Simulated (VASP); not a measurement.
Input for VASP

**POSCAR**
```
PbI2
1
    2.2896496224    -3.9657896445     0.0000000000
    2.2896496224     3.9657896445     0.0000000000
    0.0000000000     0.0000000000     7.4182656991
Pb I
1 2
Direct
  1.0000000000   0.0000000000   0.0000000000
  0.3333330000   0.6666670000   0.2457358494
  0.6666670000   0.3333330000   0.7542641506
```

INCAR:
```
SYSTEM = PbI2
PREC = Accurate; ENCUT = 520; LREAL = .FALSE.
LASPH = .TRUE.
EDIFF = 1E-7; NELM = 100; ALGO = Normal
LMAXMIX = 4
ISMEAR = 0; SIGMA = 0.05
GGA = PE
IBRION = 2; NSW = 30; ISIF = 4
EDIFFG = -0.01
LWAVE = .FALSE.; LCHARG = .FALSE.
```

File KPOINTS:
```
Regular mesh
0
Gamma
  6 6 3
```

POTCAR, in this order: Pb_d I (PBE.64 set). Program: vasp_std.

Problem. Translate this PBE calculation to Quantum ESPRESSO's pw.x.

Solution. One equivalent input (not run):
```
&CONTROL
  calculation = 'vc-relax'
  pseudo_dir = './pseudo'
  outdir = './out'
  tprnfor = .true.
  tstress = .true.
  nstep = 30
  forc_conv_thr = 0.00039
/
&SYSTEM
  ibrav = 0
  nat = 3
  ntyp = 2
  ecutwfc = 70
  occupations = 'smearing'
  smearing = 'gaussian'
  degauss = 0.003675
  input_dft = 'pbe'
/
&ELECTRONS
  conv_thr = 7.3e-09
  electron_maxstep = 100
/
&IONS
/
&CELL
  cell_dofree = 'shape'
/
ATOMIC_SPECIES
  Pb 207.200 Pb.upf
  I 126.904 I.upf
CELL_PARAMETERS angstrom
     2.2896496   -3.9657896    0.0000000
     2.2896496    3.9657896    0.0000000
     0.0000000    0.0000000    7.4182657
ATOMIC_POSITIONS crystal
  Pb   1.0000000  0.0000000  0.0000000
  I    0.3333330  0.6666670  0.2457358
  I    0.6666670  0.3333330  0.7542642
K_POINTS automatic
  6 6 3 0 0 0
```
Limits of the translation: the potentials are each code's own (VASP's PAW set, PseudoDojo norm-conserving files in pw.x), so ENCUT and ecutwfc are chosen apart and not converted; conv_thr bounds pw.x's estimated SCF error, while EDIFF bounds the energy change between steps; forc_conv_thr acts on force components and is met together with etot_conv_thr.

The compound is PbI2 in the 1T layered structure. This cell is one point of a volume scan, at 0.94 of the reference volume. Symmetry was kept, so distortions that lower it aren't found.
